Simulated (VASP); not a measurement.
Given:

```
CELL_PARAMETERS angstrom
      0.00000     3.24489     3.24489
      3.24489     0.00000     3.24489
      3.24489     3.24489     0.00000
ATOMIC_POSITIONS crystal
  Ag 0.00000 0.00000 0.00000
  I  0.25000 0.25000 0.25000
```

Calculation: PBE0 hybrid, VASP's PBE PAW potentials (set 64) (plane waves; VASP). Settings: 520 eV cut-off, 6×6×6 Γ-centred mesh, Gaussian smearing of 0.050 eV, potentials Ag I.

Unless said otherwise, spin-orbit coupling is left out, though it shifts the bands of the heavy elements here.

### Question
Predict the energy per atom (σ→0), pressure, band gap (on the k-mesh) with the smallest direct gap where there is one.

### Answer

| Property | Value |
|---|---|
| band gap (on the k-mesh) | 3.13 eV |
| smallest direct gap (on the k-mesh) | 3.13 eV |
| energy per atom (σ→0) | -3.123 eV/atom |
| pressure | 1.62 GPa |

Total energies compare only between runs with the same potentials, cut-off and functional.

The compound is AgI in the zinc blende structure, whereas wurtzite is the usual form. This cell is one point of a volume scan, at 0.94 of the reference volume. The cell's shape comes from a PBE relaxation.
